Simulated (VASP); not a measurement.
# Mg5W (P1) in VASP: a series of runs, part 2 of 2

VASP 6.6.1. The steps go on from the part before.

**4. Single point, PBE**

INCAR reads:

```
  PREC = Accurate
  ENCUT = 520
  EDIFF = 1E-7
  ISMEAR = -1
  SIGMA = 0.1
  LREAL = F
  LASPH = T
  NELM = 100
  ALGO = Normal
  ISIF = 2
  LWAVE = F
  LCHARG = T
  GGA = PE
  LELF = T
  LVHAR = T
  NBANDS = 21
```

KPOINTS reads:

```
regular mesh
0
Gamma
  3 3 4
```

POSCAR reads:

```
Mg5W
1.0
    5.2510100000     -0.0236490000     -0.0023390000
   -2.6459860000      4.5403550000      0.0147680000
   -0.0019210000      0.0128960000      4.3002950000
Mg W
5 1
Direct
    0.4886459789      0.9896244347      0.4916825867
    0.4789817298      0.4782401602      0.4414808025
    1.0040040051      0.4761422960      0.4644569026
    0.3447409003      0.6880643894      0.9891584215
    0.6689831584      0.3218442958      0.9634324517
    0.9869968749      1.0058602096      0.9799206897
```

Potentials or basis: VASP PAW PBE potentials, release 64 (Mg, W_sv).

The run is started by

```bash
$ cat potpaw_PBE.64/Mg/POTCAR potpaw_PBE.64/W_sv/POTCAR > POTCAR
$ mpirun -np 1 vasp_std > vasp.out
```

OUTCAR:

```text
PREC = Accurate
   ENCUT = 520
   EDIFF = 1E-7
   ISMEAR = -1
   LREAL = F
   LASPH = T
   NELM = 100
   ISIF = 2
   GGA = PE

 ion  position               nearest neighbor table
   1  0.489  0.990  0.492-   4 2.53   5 2.53   4 2.56   2 2.60   3 2.61   3 2.62   2 2.67   5 2.72
                             6 3.32   6 3.39   6 3.41   6 3.46
   2  0.479  0.478  0.441-   3 2.49   4 2.50   5 2.60   1 2.60   1 2.67   5 2.74   3 2.76   4 2.84
                             6 3.21   6 3.34   6 3.41   6 3.57
   3  0.004  0.476  0.464-   2 2.49   4 2.56   1 2.61   1 2.62   5 2.63   5 2.64   4 2.74   2 2.76
                             6 3.21   6 3.28   6 3.51
   4  0.345  0.688  0.989-   2 2.50   1 2.53   1 2.56   3 2.56   3 2.74   2 2.84   5 2.87   6 2.91
                             5 3.06   6 3.08   6 3.09   5 3.15
   5  0.669  0.322  0.963-   1 2.53   2 2.60   3 2.63   3 2.64   1 2.72   2 2.74   4 2.87   6 2.89
                             4 3.06   6 3.09   6 3.10   4 3.15
   6  0.987  0.006  0.980-   5 2.89   4 2.91   4 3.08   4 3.09   5 3.09   5 3.10   3 3.21   2 3.21
                             3 3.28   1 3.32   2 3.34   1 3.39   1 3.41   2 3.41   1 3.46   3 3.51

  LATTYP: Found a triclinic cell.
 ALAT       =     5.2551197448
 B/A-ratio  =     0.9921961302
[... 191 lines left out ...]
 fundamental gap:      0.0894835802
 Fermi energy:         4.8683266632

 k-point     1 :       0.0000    0.0000    0.0000
  band No.  band energies     occupation
      1     -69.0081      2.00000
      2     -33.3096      2.00000
      3     -33.0657      2.00000
      4     -33.0420      2.00000
      5      -3.2051      2.00000
      6       2.3909      2.00000
[... 445 lines left out ...]
     20      10.0455      0.00000
     21      10.4356      0.00000

------------------------ aborting loop because EDIFF is reached ----------------------------------------

  FORCE on cell =-STRESS in cart. coord.  units (eV):
  Direction    XX          YY          ZZ          XY          YZ          ZX
  --------------------------------------------------------------------------------------
  -------------------------------------------------------------------------------------
  Total        8.0422956      8.8430953     15.1658114      0.2366564     -0.3259559     -0.0450334
  in kB      126.0100148    138.5572747    237.6242061      3.7080304     -5.1072121     -0.7056012
  external PRESSURE =     167.3971652 kB  Pullay stress =       0.0000000 kB

 VOLUME and BASIS-vectors are now :
 -----------------------------------------------------------------------------
  energy-cutoff  :      520.00
  volume of cell :      102.26
      direct lattice vectors                 reciprocal lattice vectors
     5.251010000 -0.023649000 -0.002339000     0.190940594  0.111275398 -0.000248404
    -2.645986000  4.540355000  0.014768000     0.000994252  0.220828669 -0.000661791
    -0.001921000  0.012896000  4.300295000     0.000100441 -0.000697842  0.232544324

 POSITION                                       TOTAL-FORCE (eV/Angst)
 -----------------------------------------------------------------------------------
     -0.05359      4.48803      2.12785         0.058156      0.129851     -0.449412
      1.24887      2.16575      1.90444         0.805698      0.034145      0.985072
     -1.23973      2.16775      2.00432        -0.859323     -0.374320      0.403066
     -0.01227      3.12866      4.26303        -0.160017     -0.489103     -1.203949
      2.65939      1.45789      4.14623        -0.289090      0.614733      0.260890
      5.16534      0.01590      4.21173         0.444576      0.084693      0.004334
 -----------------------------------------------------------------------------------
    total drift:                                0.000064     -0.000039     -0.000127

  FREE ENERGIE OF THE ION-ELECTRON SYSTEM (eV)
  ---------------------------------------------------
  free  energy   TOTEN  =       -14.2199450038 eV

  energy  without entropy=      -14.0788862430  energy(sigma->0) =      -14.14941562
```

OSZICAR:

```text
N       E                     dE             d eps       ncg     rms          rms(c)
DAV:   1     0.105118859902E+03    0.10512E+03   -0.10386E+04   838   0.998E+02
DAV:   2    -0.110540299175E+02   -0.11617E+03   -0.11267E+03   881   0.235E+02
DAV:   3    -0.156627812319E+02   -0.46088E+01   -0.44270E+01  1067   0.387E+01
DAV:   4    -0.157517042385E+02   -0.88923E-01   -0.88573E-01   909   0.490E+00
DAV:   5    -0.157526180146E+02   -0.91378E-03   -0.91366E-03   957   0.635E-01    0.104E+01
DAV:   6    -0.152437343215E+02    0.50888E+00   -0.18130E+01   893   0.168E+01    0.505E+00
DAV:   7    -0.143008937092E+02    0.94284E+00   -0.66288E+00   858   0.951E+00    0.229E+00
DAV:   8    -0.142264585319E+02    0.74435E-01   -0.27899E-01   934   0.272E+00    0.431E-01
DAV:   9    -0.142204257809E+02    0.60328E-02   -0.17635E-02   921   0.607E-01    0.239E-01
DAV:  10    -0.142200725115E+02    0.35327E-03   -0.11440E-03   976   0.190E-01    0.861E-02
DAV:  11    -0.142199618761E+02    0.11064E-03   -0.68302E-04   933   0.117E-01    0.614E-02
DAV:  12    -0.142199457150E+02    0.16161E-04   -0.88033E-05   908   0.525E-02    0.961E-03
DAV:  13    -0.142199452045E+02    0.51059E-06   -0.23586E-06   928   0.946E-03    0.324E-03
DAV:  14    -0.142199450162E+02    0.18825E-06   -0.50644E-07   921   0.413E-03    0.604E-04
DAV:  15    -0.142199450038E+02    0.12387E-07   -0.69283E-08   584   0.121E-03
   1 F= -.14219945E+02 E0= -.14149416E+02  d E =-.141059E+00
```

stdout:

```text
POSCAR found type information on POSCAR MgW
 POSCAR found :  2 types and       6 ions
 scaLAPACK will be used
 LDA part: xc-table for (Slater+PW92), standard interpolation
 POSCAR, INCAR and KPOINTS ok, starting setup
 FFT: planning ... GRIDC
 FFT: planning ... GRID_SOFT
 FFT: planning ... GRID
 WAVECAR not read
 entering main loop
```

Run time: 63 s. Hardware: 1 thread of AMD EPYC 7R43 (Zen 3), shared host; peak memory 0.18 GiB.

What came out:

| Property | Result |
| --- | --- |
| Free energy | -14.2199 eV |
| Pressure | 16.7 GPa |
| Largest force | 1.309 eV/Å |
| Band gap on the k mesh | none (metal or under the smearing width) |

Forces on the atoms (eV/Å):
```
Mg   0.058  0.130 -0.449
Mg   0.806  0.034  0.985
Mg  -0.859 -0.374  0.403
Mg  -0.160 -0.489 -1.204
Mg  -0.289  0.615  0.261
W    0.445  0.085  0.004
```

Caveat: the k mesh is coarse (spacing up to 0.46 Å⁻¹), so the values aren't converged; so large a pressure means that the cell lies far from this level's equilibrium, or that cutoff or potentials fall short; forces of over 1 eV/Å show positions far from the minimum, so gaps and moduli don't describe the material at rest. The run has no spin-orbit coupling, so splittings on W are missing.

**5. Molecular dynamics, PBE**

INCAR reads:

```
  PREC = Accurate
  ENCUT = 520
  EDIFF = 1E-5
  ISMEAR = -1
  SIGMA = 0.1
  LREAL = F
  LASPH = T
  NELM = 100
  ALGO = Normal
  ISIF = 2
  LWAVE = F
  LCHARG = F
  GGA = PE
  IBRION = 0
  NSW = 20
  POTIM = 1.0
  TEBEG = 1200.0
  TEEND = 1200.0
  ISYM = 0
  NELMIN = 4
  RANDOM_SEED = 438165 0 0
  MDALGO = 2
  SMASS = 0
```

KPOINTS is that of step 4.

POSCAR reads:

```
Mg5W
1.0
    5.2510100000     -0.0236490000     -0.0023390000
   -2.6459860000      4.5403550000      0.0147680000
   -0.0019210000      0.0128960000      4.3002950000
Mg W
5 1
Direct
    0.4645920000      0.9803400000      0.4948680000
    0.4724280000      0.5243320000      0.4879790000
    0.9906960000      0.4884450000      0.4914540000
    0.3710250000      0.6852230000      0.9935020000
    0.6694280000      0.3304680000      0.9537190000
    0.9892690000      0.9986030000      0.9704930000
```

Potentials or basis: VASP PAW PBE potentials, release 64 (Mg, W_sv).

The run is started by

```bash
$ cat potpaw_PBE.64/Mg/POTCAR potpaw_PBE.64/W_sv/POTCAR > POTCAR
$ mpirun -np 1 vasp_std > vasp.out
```

OUTCAR:

```text
PREC = Accurate
   ENCUT = 520
   EDIFF = 1E-5
   ISMEAR = -1
   LREAL = F
   LASPH = T
   NELM = 100
   ISIF = 2
   GGA = PE
   IBRION = 0
   NSW = 20
   POTIM = 1.0
   TEBEG = 1200.0
   ISYM = 0
   NELMIN = 4

 ion  position               nearest neighbor table
   1  0.465  0.980  0.495-   2 2.42   3 2.52   4 2.54   5 2.54   4 2.56   3 2.70   5 2.81   2 2.84
                             6 3.27   6 3.39   6 3.40   6 3.52
   2  0.472  0.524  0.488-   1 2.42   3 2.44   4 2.44   4 2.49   5 2.68   3 2.82   1 2.84   5 2.91
                             6 3.33   6 3.35   6 3.41   6 3.46
   3  0.991  0.488  0.491-   2 2.44   5 2.46   1 2.52   1 2.70   5 2.73   4 2.74   4 2.76   2 2.82
                             6 3.28   6 3.39   6 3.42   6 3.49
   4  0.371  0.685  0.994-   2 2.44   2 2.49   1 2.54   1 2.56   3 2.74   3 2.76   6 2.80   5 2.93
                             5 2.99   6 3.12   6 3.18   5 3.18
   5  0.669  0.330  0.954-   3 2.46   1 2.54   2 2.68   3 2.73   1 2.81   2 2.91   4 2.93   6 2.97
                             4 2.99   6 3.03   6 3.08   4 3.18
   6  0.989  0.999  0.970-   4 2.80   5 2.97   5 3.03   5 3.08   4 3.12   4 3.18   1 3.27   3 3.28
                             2 3.33   2 3.35   1 3.39   3 3.39   1 3.40   2 3.41   3 3.42   2 3.46

IMPORTANT INFORMATION: All symmetrisations will be switched off!
NOSYMM: (Re-)initialisation of all symmetry stuff for point group C_1.

----------------------------------------------------------------------------------------

                                     Primitive cell

[... 279 lines left out ...]
  ENERGY OF THE ELECTRON-ION-THERMOSTAT SYSTEM (eV)
  ---------------------------------------------------
% ion-electron   TOTEN  =       -13.677503  see above
  kinetic energy EKIN   =         0.736616
  kin. lattice  EKIN_LAT=         0.000000  (temperature 1139.74 K)
  nose potential ES     =        -0.000834
  nose kinetic   EPS    =         0.000030
  ---------------------------------------------------
  total energy   ETOTAL =       -12.941691 eV

[... ionic steps 4 to 17 ...]

--------------------------------------- Ionic step       18  -------------------------------------------

 number of electron      24.0000000 magnetization

------------------------ aborting loop because EDIFF is reached ----------------------------------------
[... 95 lines left out ...]
--------------------------------------- Ionic step       20  -------------------------------------------

 number of electron      24.0000000 magnetization

 Free energy of the ion-electron system (eV)
  ---------------------------------------------------
  ext. energy  EPLUGINS =         0.00000000
  ---------------------------------------------------
  free energy    TOTEN  =       -14.03940275 eV

  energy without entropy =      -13.89594364  energy(sigma->0) =      -13.96767319

 E-fermi :   4.8700     XC(G=0): -10.1074

 val. band max:        4.8355040610   @ k =   0.0000   0.0000   0.0000
 cond. band min:       4.8724933822   @ k =   0.0000   0.0000   0.0000
 fundamental gap:      0.0369893212
 Fermi energy:         4.8699847389

 k-point     1 :       0.0000    0.0000    0.0000
  band No.  band energies     occupation
      1     -69.0099      2.00000
      2     -33.3148      2.00000
      3     -33.0697      2.00000
      4     -33.0374      2.00000
      5      -3.2024      2.00000
      6       2.4038      2.00000
[... 389 lines left out ...]
  ENERGY OF THE ELECTRON-ION-THERMOSTAT SYSTEM (eV)
  ---------------------------------------------------
% ion-electron   TOTEN  =       -14.039403  see above
  kinetic energy EKIN   =         0.880646
  kin. lattice  EKIN_LAT=         0.000000  (temperature 1362.59 K)
  nose potential ES     =         0.168853
  nose kinetic   EPS    =         0.047839
  ---------------------------------------------------
  total energy   ETOTAL =       -12.942065 eV
```

OSZICAR:

```text
N       E                     dE             d eps       ncg     rms          rms(c)
DAV:   1     0.898824638221E+02    0.89882E+02   -0.11002E+04   696   0.132E+03
DAV:   2    -0.106425244342E+02   -0.10052E+03   -0.99939E+02   680   0.264E+02
DAV:   3    -0.152167507410E+02   -0.45742E+01   -0.44097E+01   888   0.418E+01
[... 118 lines left out ...]
       N       E                     dE             d eps       ncg     rms          rms(c)
DAV:   1    -0.140394014259E+02   -0.11738E-02   -0.33725E-03   432   0.109E+00    0.544E-04
DAV:   2    -0.140394027400E+02   -0.13141E-05   -0.14245E-05   488   0.141E-02    0.643E-04
DAV:   3    -0.140394027483E+02   -0.82850E-08   -0.18743E-07   376   0.276E-03    0.409E-04
DAV:   4    -0.140394027520E+02   -0.36962E-08   -0.36384E-08   328   0.113E-03
     20 T=  1363. E= -.12942065E+02 F= -.14039403E+02 E0= -.13967673E+02  EK= 0.88065E+00 SP= 0.17E+00 SK= 0.48E-01
```

CONTCAR:

```text
Mg5W
   1.00000000000000
     5.2510100000000000   -0.0236490000000000   -0.0023390000000000
    -2.6459860000000002    4.5403549999999999    0.0147680000000000
    -0.0019210000000000    0.0128960000000000    4.3002950000000002
  Mg              W
     5     1
Direct
     0.5013766709319102    1.0216668687487924    0.4618804692356353
     0.4561301895089364    0.4794004142999315    0.5234742669971777
     0.9993832850680362    0.4964599520990238    0.5076225681069129
     0.3467916471363749    0.6643265818598459    1.0205523306027020
     0.6649729306471821    0.3477030972760264    0.9906793537442432
     0.9892047873014824    0.9985039934095034    0.9595617666030454

  0.29000263E-02  0.96284064E-02 -0.37374312E-02
  0.10404739E-01 -0.12863474E-01  0.62503115E-02
 -0.44712579E-02  0.19474610E-02  0.23267857E-02
 -0.62609444E-02 -0.38652633E-02  0.67735566E-03
 -0.33405803E-02  0.38862055E-02  0.10383624E-01
  0.10153200E-03  0.16745322E-03 -0.21020680E-02

           1
   1.00000000000000
  0.13708224E+00  0.28862326E-01  0.27585897E-01  0.10885813E+00
  0.50300274E+00  0.23798454E-01  0.46100492E+00
  0.45668394E+00  0.47656600E+00  0.52493776E+00
  0.99874567E+00  0.49688402E+00  0.50816184E+00
  0.34516590E+00  0.66346635E+00  0.20711914E-01
  0.66476494E+00  0.34855109E+00  0.99309096E+00
  0.98924333E+00  0.99854246E+00  0.95907284E+00
[... 10 lines left out ...]
  0.00000000E+00  0.00000000E+00  0.00000000E+00
  0.00000000E+00  0.00000000E+00  0.00000000E+00
```

It took 5.3 min on 1 thread of AMD EPYC 7R43 (Zen 3), shared host; peak memory 0.23 GiB.

The path:
```csv
step,potential energy change (eV),largest force (eV/Å),pressure (GPa),volume (Å³),temperature (K)
1,0.0000,3.8023,17.76,102.26,1190
2,0.0235,3.9400,17.86,102.26,1164
3,0.0398,4.0430,17.87,102.26,1140
4,0.0484,4.1104,17.88,102.26,1129
5,0.0488,4.1411,17.88,102.26,1132
6,0.0410,4.1350,17.86,102.26,1150
7,0.0254,4.0922,17.82,102.26,1181
8,0.0027,4.0134,17.76,102.26,1223
9,-0.0263,3.8997,17.69,102.26,1275
10,-0.0602,3.7527,17.61,102.26,1332
11,-0.0975,3.5743,17.52,102.26,1392
12,-0.1366,3.3672,17.43,102.26,1448
13,-0.1756,3.1346,17.33,102.26,1497
14,-0.2126,2.8803,17.25,102.26,1533
15,-0.2462,2.6084,17.17,102.26,1552
16,-0.2747,2.3238,17.10,102.26,1553
17,-0.2971,2.0319,17.05,102.26,1533
18,-0.3126,1.7394,17.02,102.26,1493
19,-0.3209,1.5849,17.01,102.26,1435
20,-0.3221,1.8105,17.01,102.26,1363
```

Caveat: the k mesh is coarse (spacing up to 0.46 Å⁻¹), so the values aren't converged.
